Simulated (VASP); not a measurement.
# Nb3In under strain, part 4 of 4

How does the pressure of Nb3In answer to a change of volume? The bands are shown for each cell. All runs use LDA. Left out of this account: 1 further run (self-consistent run: a reference on another mesh). The start is a cell from a database of measured crystal structures.

VASP 6.6.1; LDA; plane waves and PAW (Nb_sv, In_d).

Still holding for the runs below: Spin-orbit coupling is off here; with elements this heavy it splits and shifts levels by tenths of an eV or more.

So far, pressure (GPa): step 2 (bands, cell as listed) -7.89; step 3 (cell volume +4.0 %) -13.1; step 4 (cell volume +8.0 %) -17.2; step 5 (bands, sheared, principal strains -1.4, -0.1, +1.5 %) -7.85; step 6 (cell volume -4.0 %) -1.45.

## 7. Bands, volume times 0.92

The cell is scaled evenly once more. A prediction first. A parabola through the 4 pressures of evenly scaled cells so far, P = -7.87 -144.9 t +303 t² GPa with t = ln(V/V₁) and V₁ the volume at scale 1, gives 6.31 GPa at t = -0.0834.

Input file INCAR:

```
SYSTEM = Nb3In
PREC = Accurate
ENCUT = 400
EDIFF = 1E-06
NELM = 100
ISMEAR = -1
SIGMA = 0.05
LREAL = .FALSE.
ALGO = Normal
GGA = CA
NBANDS = 76
LASPH = .TRUE.
LORBIT = 11
LWAVE = .FALSE.
LCHARG = .FALSE.
KPAR = 8
```

Input file POSCAR:

```
Nb3In
1.0
    5.1576385454      0.0000000000      0.0000000000
    0.0000000000      5.1576385454      0.0000000000
    0.0000000000      0.0000000000      5.1576385454
Nb In
6 2
Direct
    0.2500000000      0.0000000000      0.5000000000
    0.5000000000      0.7500000000      0.0000000000
    0.7500000000      0.0000000000      0.5000000000
    0.5000000000      0.2500000000      0.0000000000
    0.0000000000      0.5000000000      0.7500000000
    0.0000000000      0.5000000000      0.2500000000
    0.0000000000      0.0000000000      0.0000000000
    0.5000000000      0.5000000000      0.5000000000
```

Input file KPOINTS:

```
Automatic mesh
0
Gamma
6 6 6
0 0 0
```

Input file KPOINTS_OPT:

```
Line mode
12
Line-mode
Reciprocal
  0.00000000   0.00000000   0.00000000 GAMMA
  0.00000000   0.50000000   0.00000000 X

  0.00000000   0.50000000   0.00000000 X
  0.50000000   0.50000000   0.00000000 M

  0.50000000   0.50000000   0.00000000 M
  0.00000000   0.00000000   0.00000000 GAMMA

  0.00000000   0.00000000   0.00000000 GAMMA
  0.50000000   0.50000000   0.50000000 R

  0.50000000   0.50000000   0.50000000 R
  0.00000000   0.50000000   0.00000000 X

  0.50000000   0.50000000   0.00000000 M
  0.50000000   0.50000000   0.50000000 R
```

PAW data sets: Nb_sv and In_d (LDA family, release 64).

Started as:

```
> mpirun -np 8 vasp_std
```

The program printed:

```text
[... set-up lines as in an earlier step ...]
 entering main loop
       N       E                     dE             d eps       ncg     rms          rms(c)
DAV:   1     0.150418441558E+04    0.15042E+04   -0.41013E+04  3064   0.146E+03
DAV:   2     0.134118169259E+03   -0.13701E+04   -0.13205E+04  3048   0.593E+02
DAV:   3    -0.534534919564E+02   -0.18757E+03   -0.17558E+03  4212   0.194E+02
DAV:   4    -0.753864403262E+02   -0.21933E+02   -0.21239E+02  4816   0.612E+01
DAV:   5    -0.770357284514E+02   -0.16493E+01   -0.16335E+01  5704   0.141E+01    0.214E+01
DAV:   6    -0.744051490420E+02    0.26306E+01   -0.55958E+00  4344   0.127E+01    0.713E+00
DAV:   7    -0.740865629288E+02    0.31859E+00   -0.16069E+00  5048   0.605E+00    0.258E+00
DAV:   8    -0.740773261723E+02    0.92368E-02   -0.11108E-01  4840   0.160E+00    0.892E-01
DAV:   9    -0.740776116160E+02   -0.28544E-03   -0.15686E-02  5072   0.725E-01    0.240E-01
DAV:  10    -0.740776507636E+02   -0.39148E-04   -0.11436E-03  4712   0.157E-01    0.574E-02
DAV:  11    -0.740776324926E+02    0.18271E-04   -0.14340E-04  4928   0.731E-02    0.304E-02
DAV:  12    -0.740776294654E+02    0.30272E-05   -0.12390E-05  4296   0.176E-02    0.886E-03
DAV:  13    -0.740776291056E+02    0.35982E-06   -0.11235E-06  2552   0.673E-03
   1 F= -.74077629E+02 E0= -.74023793E+02  d E =-.107671E+00
 Start KPOINTS_OPT (optional k-point list driver)
k-point batch [1-20\72]
       N       E                     dE             ncg
DAV:   1     0.145869211326E+05   -0.99751E+04     3064
DAV:   2    -0.130838526981E+05   -0.27671E+05     3056
DAV:   3    -0.169373297831E+05   -0.38535E+04     4140
DAV:   4    -0.173898442434E+05   -0.45251E+03     4696
DAV:   5    -0.174224484840E+05   -0.32604E+02     5808
DAV:   6    -0.174238163496E+05   -0.13679E+01     4952
DAV:   7    -0.174239015956E+05   -0.85246E-01     5512
DAV:   8    -0.174239064695E+05   -0.48739E-02     4792
DAV:   9    -0.174239067812E+05   -0.31167E-03     4408
DAV:  10    -0.174239068054E+05   -0.24277E-04     3536
DAV:  11    -0.174239068072E+05   -0.17929E-05     2792
DAV:  12    -0.174239068076E+05   -0.40736E-06     2488
[...]
k-point batch [61-72\72]
       N       E                     dE             ncg
DAV:   1     0.246539351894E+05   -0.22313E+05     1832
DAV:   2     0.817212715669E+04   -0.16482E+05     1832
DAV:   3     0.595835052493E+04   -0.22138E+04     2532
DAV:   4     0.568433693056E+04   -0.27401E+03     2896
DAV:   5     0.566762534895E+04   -0.16712E+02     3320
DAV:   6     0.566678068725E+04   -0.84466E+00     2976
DAV:   7     0.566673206060E+04   -0.48627E-01     3112
DAV:   8     0.566672762604E+04   -0.44346E-02     3000
DAV:   9     0.566672736356E+04   -0.26248E-03     2472
DAV:  10     0.566672733334E+04   -0.30225E-04     2152
DAV:  11     0.566672733045E+04   -0.28933E-05     1616
DAV:  12     0.566672733003E+04   -0.41798E-06     1360
```

Wall time 75 s (8 MPI ranks of Intel Xeon 6975P-C (Granite Rapids), shared host); peak memory 2.7 GiB.

OUTCAR, selected parts (step 7):

```text
   ENCUT  =  400.0 eV  29.40 Ry    5.42 a.u.   8.41  8.41  8.41*2*pi/ulx,y,z

   NELECT =     104.0000    total number of electrons

 E-fermi :  11.9727

 k-point     1 :       0.0000    0.0000    0.0000
  band No.  band energies     occupation
    ...
     50      11.5243      1.99975
     51      11.5243      1.99975
     52      11.5243      1.99975
     53      11.8897      1.68045
     54      11.8897      1.68045
     55      14.4951      0.00000
     56      14.4951      0.00000
     57      14.4951      0.00000
     58      15.7016      0.00000
     59      15.7016      0.00000
    ...

  Total        5.6077912      5.6077912      5.6077912      0.0000000     -0.0000000     -0.0000000
  in kB       65.4861873     65.4861873     65.4861873      0.0000000     -0.0000000     -0.0000000
  external PRESSURE =      65.4861873 kB  Pullay stress =       0.0000000 kB

 POSITION                                       TOTAL-FORCE (eV/Angst)
 -----------------------------------------------------------------------------------
      1.28941      0.00000      2.57882         0.000000     -0.000000      0.000000
      2.57882      3.86823      0.00000        -0.000000      0.000000      0.000000
      3.86823      0.00000      2.57882        -0.000000     -0.000000      0.000000
      2.57882      1.28941      0.00000         0.000000     -0.000000     -0.000000
      0.00000      2.57882      3.86823         0.000000     -0.000000      0.000000
      0.00000      2.57882      1.28941        -0.000000      0.000000     -0.000000
      0.00000      0.00000      0.00000         0.000000      0.000000     -0.000000
      2.57882      2.57882      2.57882         0.000000      0.000000     -0.000000
 -----------------------------------------------------------------------------------
    total drift:                                0.000000      0.000000     -0.000000

  FREE ENERGIE OF THE ION-ELECTRON SYSTEM (eV)
  ---------------------------------------------------
  free  energy   TOTEN  =       -74.0776291056 eV

  energy  without entropy=      -73.9699577944  energy(sigma->0) =      -74.02379345

[... 5 parts as in an earlier step ...]

[... 11 further parts left out ...]
```

This step gave:

```
free energy (TOTEN)     : -74.0776 eV
energy at zero smearing : -74.0238 eV
Fermi energy            : 11.97 eV
pressure                : 6.549 GPa
```

The electronic bands at the labelled points (eV, zero at the Fermi level; # counts the bands kept, so #1 is VASP's band 35):

```tsv
point	#15	#16	#17	#18	#19	#20	#21	#22
Γ	-1.55	-0.45	-0.45	-0.45	-0.08	-0.08	2.52	2.52
0.55 of the way	-1.32	-0.54	-0.30	-0.30	0.05	0.05	1.97	2.37
X	-0.87	-0.87	-0.82	-0.82	-0.24	-0.24	1.76	1.76
0.55 of the way	-0.38	-0.38	-0.36	-0.19	0.15	0.20	1.39	1.42
M	0.07	0.07	0.36	0.36	0.74	0.76	0.85	0.85
0.55 of the way	-1.26	-0.42	-0.29	-0.26	-0.03	0.26	1.74	1.99
Γ	-1.55	-0.45	-0.45	-0.45	-0.08	-0.08	2.52	2.52
0.45 of the way	-1.14	-0.27	-0.25	-0.25	-0.05	-0.05	1.38	1.38
R	0.20	0.20	0.20	0.20	0.33	0.33	0.33	0.33
0.45 of the way	-0.53	-0.53	-0.07	-0.07	0.20	0.20	0.70	0.70
X	-0.87	-0.87	-0.82	-0.82	-0.24	-0.24	1.76	1.76
jump to M	0.07	0.07	0.36	0.36	0.74	0.76	0.85	0.85
0.45 of the way	-0.31	-0.01	-0.01	0.29	0.34	0.34	0.74	0.84
R	0.20	0.20	0.20	0.20	0.33	0.33	0.33	0.33
```

Of the projections kept (Nb, In), the largest for each band there; the rest of the weight can lie on other orbitals:

```tsv
point	#15	#16	#17	#18	#19	#20	#21	#22
Γ	Nb 0.73	Nb 0.95	Nb 0.95	Nb 0.95	Nb 0.99	Nb 0.99	Nb 1.00	Nb 1.00
X	Nb 0.97	Nb 0.97	Nb 0.84	Nb 0.84	Nb 0.95	Nb 0.95	Nb 0.96	Nb 0.96
M	Nb 1.00	Nb 1.00	Nb 0.93	Nb 0.93	Nb 0.95	Nb 0.71	Nb 0.96	Nb 0.96
Γ	Nb 0.73	Nb 0.95	Nb 0.95	Nb 0.95	Nb 0.99	Nb 0.99	Nb 1.00	Nb 1.00
R	Nb 0.93	Nb 0.93	Nb 0.93	Nb 0.93	Nb 0.94	Nb 0.94	Nb 0.94	Nb 0.94
X	Nb 0.97	Nb 0.97	Nb 0.84	Nb 0.84	Nb 0.95	Nb 0.95	Nb 0.96	Nb 0.96
```

 The pressure is 6.55 GPa. The parabola predicted 6.31 GPa, -0.24 GPa off.

## 8. Bands, atoms displaced by up to 0.10 Å

The atoms are moved off their sites at random, as a crude picture of disorder.

INCAR is that of step 7.

Input file POSCAR:

```
Nb3In
1.0
    5.3030000000      0.0000000000      0.0000000000
    0.0000000000      5.3030000000      0.0000000000
    0.0000000000      0.0000000000      5.3030000000
Nb In
6 2
Direct
    0.2437770000     -0.0022460000      0.5000740000
    0.5086090000      0.7330060000      0.0008220000
    0.7496170000     -0.0166370000      0.4955000000
    0.4998440000      0.2549770000     -0.0085050000
   -0.0126660000      0.5098400000      0.7474880000
   -0.0097780000      0.4995990000      0.2392890000
   -0.0027960000     -0.0151310000      0.0021940000
    0.5109970000      0.4889910000      0.4992980000
```

KPOINTS is that of step 7.

KPOINTS_OPT is that of step 7.

Started as:

```
> mpirun -np 8 vasp_std
```

The program printed:

```text
[... set-up lines as in an earlier step ...]
 entering main loop
       N       E                     dE             d eps       ncg     rms          rms(c)
DAV:   1     0.147139429669E+04    0.14714E+04   -0.41398E+04 17048   0.142E+03
DAV:   2     0.127937482184E+03   -0.13435E+04   -0.12965E+04 17152   0.581E+02
DAV:   3    -0.540772670887E+02   -0.18201E+03   -0.17116E+03 23428   0.189E+02
DAV:   4    -0.756107345387E+02   -0.21533E+02   -0.20755E+02 26368   0.604E+01
DAV:   5    -0.772674317516E+02   -0.16567E+01   -0.16379E+01 32088   0.142E+01    0.191E+01
DAV:   6    -0.742406974862E+02    0.30267E+01   -0.69919E+00 23848   0.134E+01    0.634E+00
DAV:   7    -0.741039878760E+02    0.13671E+00   -0.26989E+00 26952   0.853E+00    0.366E+00
DAV:   8    -0.738676661838E+02    0.23632E+00   -0.79359E-01 26432   0.442E+00    0.213E+00
DAV:   9    -0.738664733973E+02    0.11928E-02   -0.12358E-01 25720   0.176E+00    0.920E-01
DAV:  10    -0.738636603100E+02    0.28131E-02   -0.60701E-02 26504   0.149E+00    0.482E-01
DAV:  11    -0.738598905262E+02    0.37698E-02   -0.13226E-02 25512   0.772E-01    0.172E-01
DAV:  12    -0.738600972699E+02   -0.20674E-03   -0.21987E-03 27208   0.237E-01    0.665E-02
DAV:  13    -0.738600757004E+02    0.21570E-04   -0.26004E-04 27712   0.971E-02    0.464E-02
DAV:  14    -0.738600654531E+02    0.10247E-04   -0.44771E-05 27128   0.430E-02    0.258E-02
DAV:  15    -0.738600674622E+02   -0.20091E-05   -0.15701E-05 25232   0.245E-02    0.105E-02
DAV:  16    -0.738600657336E+02    0.17286E-05   -0.56963E-06 17840   0.169E-02    0.346E-03
DAV:  17    -0.738600656980E+02    0.35538E-07   -0.66746E-07 11936   0.481E-03
   1 F= -.73860066E+02 E0= -.73808299E+02  d E =-.103533E+00
 Start KPOINTS_OPT (optional k-point list driver)
k-point batch [1-72\72]
       N       E                     dE             ncg
DAV:   1     0.523996900790E+05   -0.80893E+05    11008
DAV:   2    -0.460302523254E+05   -0.98430E+05    10976
DAV:   3    -0.593954103727E+05   -0.13365E+05    15180
DAV:   4    -0.609947630609E+05   -0.15994E+04    16968
DAV:   5    -0.611109506095E+05   -0.11619E+03    20456
DAV:   6    -0.611164198211E+05   -0.54692E+01    17964
DAV:   7    -0.611167732157E+05   -0.35339E+00    19608
DAV:   8    -0.611167925248E+05   -0.19309E-01    17576
DAV:   9    -0.611167937531E+05   -0.12284E-02    15320
DAV:  10    -0.611167938277E+05   -0.74606E-04    12928
DAV:  11    -0.611167938314E+05   -0.37156E-05     9864
DAV:  12    -0.611167938324E+05   -0.93261E-06     8656
```

Elapsed: 2.1 min, on 8 MPI ranks; peak memory 8.3 GiB.

Parts of OUTCAR (step 8):

```text
   NELECT =     104.0000    total number of electrons

 E-fermi :  10.7525

 k-point     1 :       0.0000    0.0000    0.0000
  band No.  band energies     occupation
    ...
     49       9.4115      2.00000
     50      10.3319      1.99956
     51      10.3778      1.99889
     52      10.3984      1.99832
     53      10.5764      1.94255
     54      10.8212      0.40352
     55      12.9890      0.00000
     56      13.0865      0.00000
     57      13.1206      0.00000
     58      14.0076      0.00000
    ...

  Total       -8.2714637     -6.3671617     -5.1817516      0.9387594     -0.0480101     -0.0174208
  in kB      -88.8644527    -68.4055875    -55.6701374     10.0855598     -0.5157962     -0.1871598
  external PRESSURE =     -70.9800592 kB  Pullay stress =       0.0000000 kB

 POSITION                                       TOTAL-FORCE (eV/Angst)
 -----------------------------------------------------------------------------------
      1.29275      5.29109      2.65189         0.174654     -0.155226      0.031666
      2.69715      3.88713      0.00436        -0.420661      0.495795      0.035037
      3.97522      5.21477      2.62764        -0.110815      0.250865      0.085972
      2.65067      1.35214      5.25790        -0.075798     -0.499436      0.076582
      5.23583      2.70368      3.96393         0.612928     -0.530848     -0.077564
      5.25115      2.64937      1.26895         0.539734     -0.554704      0.258886
      5.28817      5.22276      0.01163         0.290612      0.938712     -0.203610
      2.70982      2.59312      2.64778        -1.010656      0.054842     -0.206969
 -----------------------------------------------------------------------------------
    total drift:                               -0.000753      0.000341      0.000408

  FREE ENERGIE OF THE ION-ELECTRON SYSTEM (eV)
  ---------------------------------------------------
  free  energy   TOTEN  =       -73.8600656980 eV

  energy  without entropy=      -73.7565330977  energy(sigma->0) =      -73.80829940

[... 5 parts as in an earlier step ...]

[... 12 further parts left out ...]
```

This step gave:

| Quantity | Value |
| --- | --- |
| SCF cycles | 17 |
| irreducible k-points | 112 |
| symmetry operations | 1 |
| free energy (TOTEN) | -73.8601 eV |
| energy at zero smearing | -73.8083 eV |
| Fermi energy | 10.75 eV |
| pressure | -7.098 GPa |

Electronic bands along the path, in eV, zero at the Fermi level; # counts the bands kept, so #1 is VASP's band 35:

```tsv
point	#15	#16	#17	#18	#19	#20	#21	#22
Γ	-1.34	-0.42	-0.37	-0.35	-0.18	0.07	2.24	2.33
0.45 of the way	-1.18	-0.43	-0.30	-0.22	-0.04	0.18	1.98	2.15
X	-0.78	-0.72	-0.65	-0.55	-0.27	-0.22	1.34	1.73
0.55 of the way	-0.44	-0.31	-0.24	-0.19	0.13	0.31	1.05	1.17
M	-0.08	0.18	0.19	0.49	0.55	0.62	0.66	0.84
0.45 of the way	-1.05	-0.40	-0.26	-0.19	0.02	0.35	1.38	1.52
Γ	-1.34	-0.42	-0.37	-0.35	-0.18	0.07	2.24	2.33
0.45 of the way	-0.99	-0.28	-0.27	-0.19	0.00	0.07	1.15	1.44
R	-0.11	-0.04	0.08	0.13	0.22	0.30	0.35	0.42
0.55 of the way	-0.55	-0.43	-0.24	-0.11	0.05	0.29	0.64	1.08
X	-0.78	-0.72	-0.65	-0.55	-0.27	-0.22	1.34	1.73
jump to M	-0.08	0.18	0.19	0.49	0.55	0.62	0.66	0.84
0.55 of the way	-0.50	-0.16	0.02	0.23	0.26	0.51	0.59	0.67
R	-0.11	-0.04	0.08	0.13	0.22	0.30	0.35	0.42
```

Of the projections kept (Nb, In), the largest for each band there; the rest of the weight can lie on other orbitals:

```tsv
point	#15	#16	#17	#18	#19	#20	#21	#22
Γ	Nb 1.00	Nb 0.96	Nb 0.96	Nb 0.96	Nb 0.99	Nb 0.99	Nb 1.00	Nb 1.00
X	Nb 0.94	Nb 0.90	Nb 0.97	Nb 0.89	Nb 0.95	Nb 0.95	Nb 0.96	Nb 0.97
M	Nb 1.00	Nb 0.98	Nb 0.97	Nb 0.98	Nb 0.92	Nb 0.75	Nb 0.95	Nb 0.92
Γ	Nb 1.00	Nb 0.96	Nb 0.96	Nb 0.96	Nb 0.99	Nb 0.99	Nb 1.00	Nb 1.00
R	Nb 0.95	Nb 0.94	Nb 0.95	Nb 0.95	Nb 0.95	Nb 0.94	Nb 0.94	Nb 0.94
X	Nb 0.94	Nb 0.90	Nb 0.97	Nb 0.89	Nb 0.95	Nb 0.95	Nb 0.96	Nb 0.97
```

Force by atom:

```tsv
atom	x (eV/Å)	y (eV/Å)	z (eV/Å)	size
Nb1	0.17	-0.16	0.03	0.24
Nb2	-0.42	0.50	0.04	0.65
Nb3	-0.11	0.25	0.09	0.29
Nb4	-0.08	-0.50	0.08	0.51
Nb5	0.61	-0.53	-0.08	0.81
Nb6	0.54	-0.55	0.26	0.82
In7	0.29	0.94	-0.20	1.00
In8	-1.01	0.05	-0.21	1.03
```

 The pressure is -7.10 GPa, and the symmetry operations fall from 48 to 1.

## 9. The runs together

| cell | mesh | pressure (GPa) | gap (eV) |
| --- | --- | --- | --- |
| cell as listed | 6×6×6 | -7.89 | none |
| volume times 1.04 | 6×6×6 | -13.07 | none |
| volume times 1.08 | 6×6×6 | -17.24 | none |
| sheared, principal strains -1.4, -0.1, +1.5 % | 6×6×6 | -7.85 | none |
| volume times 0.96 | 6×6×6 | -1.45 | none |
| volume times 0.92 | 6×6×6 | 6.55 | none |
| atoms displaced by up to 0.10 Å | 6×6×6 | -7.10 | none |

## 10. Summary of results

- pressure, cell as listed: -7.89 GPa
- pressure, volume times 1.04: -13.1 GPa
- pressure, volume times 1.08: -17.2 GPa
- pressure, sheared, principal strains -1.4, -0.1, +1.5 %: -7.85 GPa
- pressure, volume times 0.96: -1.45 GPa
- pressure, volume times 0.92: 6.55 GPa
- pressure, atoms displaced by up to 0.10 Å: -7.10 GPa
- bulk modulus at the listed volume, shape and positions held: 146 GPa

What this shows: The slope of pressure against ln V at the listed volume gives a bulk modulus of 146 GPa at fixed shape and positions (not that of equilibrium, since the cell bears -7.9 GPa there). Spin-orbit coupling is left out, and with elements this heavy it would split and shift bands near the Fermi level.

[Lines on the potential files, build, host, timing and source positions are cut from VASP's logs without a mark.]

[Logs are printed without paths, hosts, clocks, repeated set-up lines and the standing remarks that a program may print on its own settings, such as how far it seeks lower states.]

[Hosts, paths, dates, database ids (printed as entryN), source tags and the programs' standing remarks are cut or masked in the printed files.]

[A measured line is paired with the nearest computed mode of its activity, which favours agreement.]
